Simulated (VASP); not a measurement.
# Be16B (a cell with a defect): relaxation of the atoms with PBE+D3(BJ)

Crystal: Be16B (a cell with a defect).

```
Be B
1.0
    -2.29000   -3.96640    0.00000
     3.43500   -1.98320    0.00000
     0.00000    0.00000    7.17686
Be B
16 1
Direct
  0.75000 0.50000 0.00000
  0.50000 0.33333 0.25000
  0.75000 0.50000 0.50000
  0.50000 0.33333 0.75000
  0.50000 0.00000 0.00000
  0.25000 0.83333 0.25000
  0.50000 0.00000 0.50000
  0.25000 0.83333 0.75000
  0.25000 0.50000 0.00000
  0.00000 0.33333 0.25000
  0.25000 0.50000 0.50000
  0.00000 0.33333 0.75000
  0.00000 0.00000 0.00000
  0.75000 0.83333 0.25000
  0.00000 0.00000 0.50000
  0.75000 0.83333 0.75000
  0.25263 0.16364 0.62610
```

The cell was built by a generator and needn't be a form met in nature.

* Program: VASP 6.6.1
* Task: relaxation of the atoms
* Functional: PBE
* Dispersion: D3(BJ)
* Potentials or basis: VASP PAW PBE potentials, release 64 (Be, B)
* Cutoff: 520 eV
* k mesh: 4 × 4 × 3
* Occupations: gaussian, width 0.15 eV
* Spin: no spin polarisation
* Dipole correction: no
* Further INCAR settings: LREAL = Auto; ALGO = Normal; EDIFF = 1e-07; IBRION = 2; EDIFFG = -0.03; NSW = 80

* Energy gained by relaxing: 90.6 meV/atom
* Ionic steps: 12
* Pressure after relaxing: 2.6 GPa
* Largest force after relaxing: 0.029 eV/Å
* Band gap on the k mesh: none (metal or under the smearing width)
* Dispersion energy per atom: -0.354 eV

Forces on the atoms (eV/Å):
```
Be  -0.001  0.002 -0.009
Be   0.012 -0.016 -0.013
Be   0.001 -0.002  0.018
Be  -0.008 -0.017  0.011
Be  -0.019  0.002  0.014
Be   0.004 -0.002 -0.006
Be  -0.004 -0.012 -0.005
Be   0.005 -0.003  0.014
Be  -0.003  0.002  0.006
Be   0.019 -0.004 -0.013
Be  -0.007  0.003 -0.009
Be   0.000  0.009  0.000
Be  -0.012  0.015  0.014
Be   0.000  0.001  0.006
Be   0.008 -0.004  0.006
Be  -0.002  0.001 -0.019
B    0.007  0.023 -0.016
```

Stress tensor (GPa, compression positive):
```
-2.96  1.42 -1.46
 1.42 -1.28  0.87
-1.46  0.87 12.16
```

Step by step:
| step | energy change (eV) | largest force (eV/Å) | pressure (GPa) |
| --- | --- | --- | --- |
| 1 | 0.0000 | 3.4350 | 7.86 |
| 2 | -1.4073 | 0.9385 | 2.81 |
| 3 | -1.4073 | 0.9373 | 2.81 |
| 4 | -1.4713 | 0.7648 | 2.61 |
| 5 | -1.4723 | 0.5824 | 2.61 |
| 6 | -1.5137 | 0.2455 | 2.58 |
| 7 | -1.5202 | 0.2388 | 2.61 |
| 8 | -1.5332 | 0.1332 | 2.60 |
| 9 | -1.5365 | 0.2450 | 2.61 |
| 10 | -1.5382 | 0.2329 | 2.64 |
| 11 | -1.5391 | 0.0564 | 2.62 |
| 12 | -1.5402 | 0.0289 | 2.64 |

Final structure:
```
Be B
1.0
    -2.29000   -3.96640    0.00000
     3.43500   -1.98320    0.00000
     0.00000    0.00000    7.17686
Be B
16 1
Direct
  0.75025 0.50136 0.00734
  0.50557 0.33671 0.24502
  0.75002 0.50974 0.49813
  0.52101 0.34033 0.77137
  0.50558 0.99654 0.00504
  0.25013 0.82932 0.24014
  0.52094 0.99317 0.47852
  0.24982 0.80833 0.77032
  0.25012 0.50334 0.01014
  0.99462 0.33653 0.24508
  0.25009 0.52329 0.48039
  0.97948 0.33994 0.77116
  0.99449 0.99663 0.00503
  0.75027 0.83218 0.24265
  0.97964 0.99326 0.47882
  0.74980 0.82399 0.75151
  0.25079 0.16565 0.62546
```

Levels at points of the mesh, in eV from the Fermi level:
```
           k point  band 14  band 15  band 16  band 17  band 18  band 19  band 20  band 21
(0.00, 0.00, 0.00)    -3.81    -1.83    -0.66    -0.23     0.45     0.54     0.76     1.23
(0.50, 0.00, 0.00)    -2.52    -2.38    -2.26    -1.81    -0.43     0.27     0.29     0.50
(0.00, 0.50, 0.00)    -3.78    -2.86    -2.45    -1.61    -0.74     0.48     0.73     0.79
(0.50, 0.50, 0.00)    -1.46    -1.23    -1.01    -0.81    -0.06     0.61     0.78     2.65
```

Run time: 9.6 min on 1 thread of Intel(R) Xeon(R) 6975P-C (Granite Rapids) (shared host), peak memory 0.3 GiB.

Caveat: the k mesh is coarse (spacing up to 0.40 Å⁻¹), so the values aren't converged.
